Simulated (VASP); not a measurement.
Here is a VASP 6.6.1 calculation.

File INCAR:

```
  ALGO = Normal
  EDIFF = 1E-7
  ENCUT = 520
  GGA = PE
  ISIF = 2
  ISMEAR = 0
  LASPH = True
  LCHARG = False
  LMAXMIX = 6
  LNONCOLLINEAR = True
  LORBIT = 11
  LREAL = False
  LWAVE = False
  MAGMOM = 1.233 1.758 0.954 0 0 0
  NBANDS = 33
  NELM = 150
  PREC = Accurate
  SIGMA = 0.05
```

Contents of KPOINTS:

```
k-points
0
Gamma
  7 7 6
```

File POSCAR:

```
PmO
1.0
    3.1559110400      0.0000000000      0.0000000000
   -1.5779555200      2.7330991300      0.0000000000
    0.0000000000      0.0000000000      3.0800128100
Pm O
1 1
Direct
    0.0000000000      0.0000000000      0.0000000000
    0.6666666667      0.3333333333      0.5000000000
```

Potentials or basis: VASP PAW PBE potentials, release 64 (Pm, O).

The run is started by

```console
$ cat potpaw_PBE.64/Pm/POTCAR potpaw_PBE.64/O/POTCAR > POTCAR
$ mpirun -np 1 vasp_ncl > vasp.out
```

Q: Predict the net moment.

A: 4.91 μB per cell.

Q: Estimate the pressure.

A: 30.4 GPa.

Q: Estimate the band gap on the k mesh.

A: None (metal or under the smearing width).

Stress tensor (GPa, compression positive):
```
32.58  0.00  0.00
 0.00 32.58 -0.01
 0.00 -0.01 26.05
```

Caveat: the magnetic or orbital state may not be the lowest; a pressure of tens of GPa on the cell as given is suspect, and the run, the potentials or the cell itself is likely at fault; spin-orbit coupling is left out, which moves the levels of the heavy elements; without U or exact exchange the open f shell lies at the Fermi level, which spoils levels, moments and volumes. With open d or f shells a metallic result of PBE can be an artefact of self-interaction; +U or a hybrid may open a gap.
